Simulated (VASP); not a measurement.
Computed with PBEsol GGA, VASP's PBE PAW potentials (set 64) (plane waves; VASP).

VASP ran on this input.

### INCAR
```
SYSTEM = MgS
PREC = Accurate
ENCUT = 520
EDIFF = 1E-7
NELM = 100
ALGO = Normal
LREAL = .FALSE.
LASPH = .TRUE.
ISMEAR = -5
GGA = PS
LWAVE = .FALSE.
LCHARG = .TRUE.
LORBIT = 11
NEDOS = 601
ISIF = 2
```

KPOINTS:
```
Automatic mesh
0
Gamma
10 10 10
0 0 0
```

**POSCAR**
```
MgS
1
   -0.0000000000     2.5888725909     2.5888725909
    2.5888725909     0.0000000000     2.5888725909
    2.5888725909     2.5888725909     0.0000000000
Mg S
1 1
Direct
  0.0000000000   0.0000000000   0.0000000000
  0.5000000000   0.5000000000   0.5000000000
```

POTCAR, in this order: Mg S (PBE.64 set). Program: vasp_std.

Output

**OUTCAR**
```
 ion  position               nearest neighbor table
   1  0.000  0.000  0.000-   2 2.59   2 2.59   2 2.59   2 2.59   2 2.59   2 2.59
   2  0.500  0.500  0.500-   1 2.59   1 2.59   1 2.59   1 2.59   1 2.59   1 2.59
  LATTYP: Found a face centered cubic cell.
 ALAT       =     5.1777451818
 Subroutine PRICEL returns:
 Original cell was already a primitive cell.
 Subroutine GETGRP returns: Found 48 space group operations
The static configuration has the point symmetry O_h .
The dynamic configuration has the point symmetry O_h .
 Subroutine INISYM returns: Found 48 space group operations
 Subroutine IBZKPT returns following result:
 Found     47 irreducible k-points:

 Following reciprocal coordinates:
            Coordinates               Weight
  0.000000  0.000000  0.000000      1.000000
  0.100000  0.000000  0.000000      8.000000
  0.200000  0.000000  0.000000      8.000000
  0.300000  0.000000  0.000000      8.000000
  0.400000  0.000000  0.000000      8.000000
  0.500000  0.000000  0.000000      4.000000
  0.100000  0.100000  0.000000      6.000000
  0.200000  0.100000  0.000000     24.000000
  0.300000  0.100000  0.000000     24.000000
  0.400000  0.100000  0.000000     24.000000
  0.500000  0.100000  0.000000     24.000000
 -0.400000  0.100000  0.000000     24.000000
 -0.300000  0.100000  0.000000     24.000000
 -0.200000  0.100000  0.000000     24.000000
 -0.100000  0.100000  0.000000     12.000000
  0.200000  0.200000  0.000000      6.000000
  0.300000  0.200000  0.000000     24.000000
  0.400000  0.200000  0.000000     24.000000
  0.500000  0.200000  0.000000     24.000000
 -0.400000  0.200000  0.000000     24.000000
 -0.300000  0.200000  0.000000     24.000000
 -0.200000  0.200000  0.000000     12.000000
  0.300000  0.300000  0.000000      6.000000
  0.400000  0.300000  0.000000     24.000000
  0.500000  0.300000  0.000000     24.000000
 -0.400000  0.300000  0.000000     24.000000
 -0.300000  0.300000  0.000000     12.000000
  0.400000  0.400000  0.000000      6.000000
  0.500000  0.400000  0.000000     24.000000
 -0.400000  0.400000  0.000000     12.000000
  0.500000  0.500000  0.000000      3.000000
  0.300000  0.200000  0.100000     24.000000
  0.400000  0.200000  0.100000     48.000000
  0.500000  0.200000  0.100000     48.000000
 -0.400000  0.200000  0.100000     24.000000
  0.400000  0.300000  0.100000     24.000000
  0.500000  0.300000  0.100000     48.000000
 -0.400000  0.300000  0.100000     48.000000
 -0.300000  0.300000  0.100000     48.000000
 -0.200000  0.300000  0.100000     24.000000
   k-points           NKPTS =     47   k-points in BZ     NKDIM =     47   number of bands    NBANDS=      8
   number of dos      NEDOS =    601   number of ions     NIONS =      2
   total plane-waves  NPLWV =  21952
   dimension x,y,z NGX =    28 NGY =   28 NGZ =   28
   dimension x,y,z NGXF=    56 NGYF=   56 NGZF=   56
   ions per type =               1   1
   PREC   = accura    normal or accurate (medium, high low for compatibility)
   ISTART =      0    job   : 0-new  1-cont  2-samecut
   ICHARG =      2    charge: 1-file 2-atom 10-const
   ISPIN  =      1    spin polarized calculation?
   LNONCOLLINEAR =      F non collinear calculations
   LSORBIT =      F    spin-orbit coupling
   INIWAV =      1    electr: 0-lowe 1-rand  2-diag
   ENCUT  =  520.0 eV  38.22 Ry    6.18 a.u.   6.81  6.81  6.81*2*pi/ulx,y,z
   NELM   =    100;   NELMIN=  2; NELMDL= -5     # of ELM steps
   EDIFF  = 0.1E-06   stopping-criterion for ELM
   LREAL  =      F    real-space projection
   NLSPLINE    = F    spline interpolate recip. space projectors
   LMAXMIX     =    2 max onsite mixed and CHGCAR
...
```

OSZICAR:
```
       N       E                     dE             d eps       ncg     rms          rms(c)
DAV:   1     0.217067555959E+02    0.21707E+02   -0.37775E+03   784   0.822E+02
DAV:   2    -0.849385976352E+01   -0.30201E+02   -0.29250E+02  1000   0.106E+02
DAV:   3    -0.943714194718E+01   -0.94328E+00   -0.94328E+00   920   0.251E+01
DAV:   4    -0.944103901867E+01   -0.38971E-02   -0.38971E-02  1216   0.182E+00
DAV:   5    -0.944104474481E+01   -0.57261E-05   -0.57261E-05   960   0.539E-02    0.417E+00
DAV:   6    -0.911935824860E+01    0.32169E+00   -0.80947E-01   784   0.441E+00    0.315E+00
DAV:   7    -0.907798827492E+01    0.41370E-01   -0.20087E-01   984   0.233E+00    0.197E+00
DAV:   8    -0.907542682170E+01    0.25615E-02   -0.88290E-03   864   0.754E-01    0.690E-01
DAV:   9    -0.907530685265E+01    0.11997E-03   -0.38047E-04   968   0.153E-01    0.238E-01
DAV:  10    -0.907531002558E+01   -0.31729E-05   -0.46252E-05  1024   0.423E-02    0.533E-02
DAV:  11    -0.907531167751E+01   -0.16519E-05   -0.85404E-07  1072   0.806E-03    0.140E-02
DAV:  12    -0.907531151327E+01    0.16423E-06   -0.57699E-08   632   0.143E-03    0.469E-03
DAV:  13    -0.907531144224E+01    0.71033E-07   -0.27030E-08   448   0.951E-04
   1 F= -.90753114E+01 E0= -.90753114E+01  d E =0.000000E+00
```

OUTCAR:
```
------------------------ aborting loop because EDIFF is reached ----------------------------------------
  FORCE on cell =-STRESS in cart. coord.  units (eV):
  Direction    XX          YY          ZZ          XY          YZ          ZX
  --------------------------------------------------------------------------------------
  Total       -0.0007516     -0.0007516     -0.0007516      0.0000000      0.0000000      0.0000000
  in kB       -0.0347001     -0.0347001     -0.0347001      0.0000000      0.0000000      0.0000000
  external PRESSURE =      -0.0347001 kB  Pullay stress =       0.0000000 kB
  volume of cell :       34.70
      direct lattice vectors                 reciprocal lattice vectors
     0.000000000  2.588872591  2.588872591    -0.193134263  0.193134263  0.193134263
     2.588872591  0.000000000  2.588872591     0.193134263 -0.193134263  0.193134263
     2.588872591  2.588872591  0.000000000     0.193134263  0.193134263 -0.193134263
 POSITION                                       TOTAL-FORCE (eV/Angst)
 -----------------------------------------------------------------------------------
      0.00000      0.00000      0.00000        -0.000000      0.000000     -0.000000
      2.58887      2.58887      2.58887         0.000000     -0.000000      0.000000
 -----------------------------------------------------------------------------------
    total drift:                                0.000000      0.000000      0.000000
  FREE ENERGIE OF THE ION-ELECTRON SYSTEM (eV)
  ---------------------------------------------------
  free  energy   TOTEN  =        -9.0753114422 eV

  energy  without entropy=       -9.0753114422  energy(sigma->0) =       -9.07531144

 total charge

# of ion       s       p       d       tot
------------------------------------------
    1        0.139   0.132   0.041   0.312
    2        1.309   2.486   0.000   3.794
--------------------------------------------------
tot          1.447   2.618   0.041   4.106
```
(Selected blocks of OUTCAR.)

The compound is MgS in the rock salt structure. It was relaxed first.
